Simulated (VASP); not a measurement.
An input for Ansatz (written as the equivalent of a VASP run, and not itself run):

Ansatz 0.2 input:
```yaml
crystal:
  lattice:
    - [1.9050000, -3.2995570, 0.0000000]
    - [1.9050000, 3.2995570, 0.0000000]
    - [0.0000000, 0.0000000, 6.1400000]
  atoms:
    - { symbol: Sn, position: [0.0000000, 0.0000000, 0.0000000] }
    - { symbol: Se, position: [0.3333330, 0.6666670, 0.2500000] }
    - { symbol: Se, position: [0.6666670, 0.3333330, 0.7500000] }
kpoints:
  mp_grid: { grid: [6, 6, 4] }
hamiltonian:
  xc: pbe
  pseudopotentials: { kind: paw }
scf:
  occupations: { method: gaussian, width: 0.05 }
  max_iter: 100
output: { forces: true, stress: true, eigenvalues: true }
```

### Question
Translate this input to VASP (INCAR, KPOINTS, POSCAR, choice of POTCAR).

### Answer
This is not unique; one that fits is 
INCAR:
```
# general
SYSTEM  = SnSe2
PREC    = Accurate
ENCUT   = 400   # plane-wave cut-off (eV)
LREAL   = F
LASPH   = T   # aspherical one-centre terms

# electronic loop
EDIFF   = 1E-5   # SCF stop (eV)
NELM    = 100   # most electronic steps
ALGO    = Normal   # blocked Davidson
LMAXMIX = 4   # l cut-off of mixed one-centre charges

# smearing
ISMEAR  = 0   # Gaussian
SIGMA   = 0.05   # width (eV)

# functional
GGA     = PE

# ions
ISIF    = 2

# output
LWAVE   = F
LCHARG  = F
```

**POSCAR**
```
SnSe2
3.810
  0.5000000000  -0.8660254593   0.0000000000
  0.5000000000   0.8660254593   0.0000000000
  0.0000000000   0.0000000000   1.6115485564
Sn Se
1 2
direct
  0.0000000000   0.0000000000   0.0000000000
  0.3333330000   0.6666670000   0.2500000000
  0.6666670000   0.3333330000   0.7500000000
```

**KPOINTS**
```
Automatic mesh
0
Gamma
6 6 4
0 0 0
```

POTCAR, in this order: Sn_d Se (PBE.64 set). Program: vasp_std.

What does not carry over: each code has its own PAW files, so the cut-off isn't converted (ENCUT is set for VASP's; basis.ecutwfc is left out, and Ansatz then takes the one that its files recommend); Ansatz stops its SCF on the density residual and VASP on the energy change (EDIFF).

The compound is SnSe2 in the 1T layered structure. The cell was not relaxed at this level. The run is one of a series of settings (EDIFF = 1E-5 against the base run), some of them coarse on purpose.
